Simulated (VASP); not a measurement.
The system is BeZn2Te3.

```
Be Zn Te
1.0
     4.36404    0.00000    0.00000
    -2.18202    3.77937    0.00000
     0.00000    0.00000   10.60563
Be Zn Te
1 2 3
Direct
  0.33333 0.66667 0.66411
  0.00000 0.00000 0.99686
  0.66667 0.33333 0.33764
  0.00000 0.00000 0.25037
  0.66667 0.33333 0.59209
  0.33333 0.66667 0.90893
```

The cell was built by a generator and needn't be a form met in nature.

- Program: VASP 6.6.1
- Task: relaxation of cell and atoms
- Functional: PBE
- Potentials or basis: VASP PAW PBE potentials, release 64 (Be, Zn, Te)
- Cutoff: 520 eV
- k mesh: 4 × 4 × 2
- Occupations: gaussian, width 0.15 eV
- Spin: no spin polarisation

At the start: pressure -2.9 GPa; volume 29.15 Å³/atom.

Task: How do energy, volume and symmetry change on relaxing?

Result: Over 9 steps the energy falls by 20.5 meV/atom and the volume is 27.11 Å³/atom (-7.0 %); space group P3m1 (No. 156, to 0.05 Å).

The path:
| step | energy change (eV) | largest force (eV/Å) | pressure (GPa) | volume (Å³) |
| --- | --- | --- | --- | --- |
| 1 | 0.0000 | 0.4858 | -2.91 | 174.92 |
| 2 | -0.1001 | 0.3897 | 0.55 | 161.84 |
| 3 | -0.1033 | 0.4064 | 0.00 | 163.60 |
| 4 | -0.1029 | 0.4005 | 0.34 | 162.96 |
| 5 | -0.1032 | 0.4035 | 0.20 | 163.23 |
| 6 | -0.1146 | 0.2212 | 0.05 | 163.32 |
| 7 | -0.1206 | 0.1418 | -0.08 | 163.45 |
| 8 | -0.1225 | 0.1072 | 0.06 | 163.06 |
| 9 | -0.1228 | 0.0725 | 0.15 | 162.68 |

Final structure:
```cif
data_structure
_symmetry_space_group_name_H-M 'P 1'
_symmetry_Int_Tables_number 1
_cell_length_a 4.2538
_cell_length_b 4.2538
_cell_length_c 10.3813
_cell_angle_alpha 90.000
_cell_angle_beta 90.000
_cell_angle_gamma 120.000
_cell_volume 162.68
loop_
_atom_site_label
_atom_site_type_symbol
_atom_site_fract_x
_atom_site_fract_y
_atom_site_fract_z
_atom_site_occupancy
Be1 Be 0.33333 0.66667 0.66699 1
Zn1 Zn 0.00000 0.00000 0.99412 1
Zn2 Zn 0.66667 0.33333 0.34031 1
Te1 Te 0.00000 0.00000 0.24936 1
Te2 Te 0.66667 0.33333 0.59753 1
Te3 Te 0.33333 0.66667 0.90169 1
```
